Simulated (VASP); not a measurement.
Consider the following.

```yaml
crystal:
  lattice:
    - [-2.93311, 2.93311, 2.93311]
    - [2.93311, -2.93311, 2.93311]
    - [2.93311, 2.93311, -2.93311]
  atoms:
    - { symbol: Rb, position: [0.00000, 0.00000, 0.00000] }
```

Calculation: r2SCAN meta-GGA, VASP's PBE PAW potentials (set 64) (plane waves; VASP 6.6.1). Numerical set-up: 520 eV cut-off, 9×9×9 Γ-centred mesh, first-order Methfessel-Paxton smearing of 0.10 eV, potentials Rb_sv.

Problem. The job: Rb (bcc), 1 atom, r2SCAN, static run, 520 eV, 9×9×9 Γ-centred mesh. Roughly how much core time does it take on a busy server core?

Solution. About 3 core-minutes (one run on a shared machine, a rough figure). It had 35 irreducible k-points, 8 bands, up to 2739 plane waves and 34 electronic steps.

The compound is Rb in the bcc structure. This cell is one point of a volume scan, at 1.06 of the reference volume.
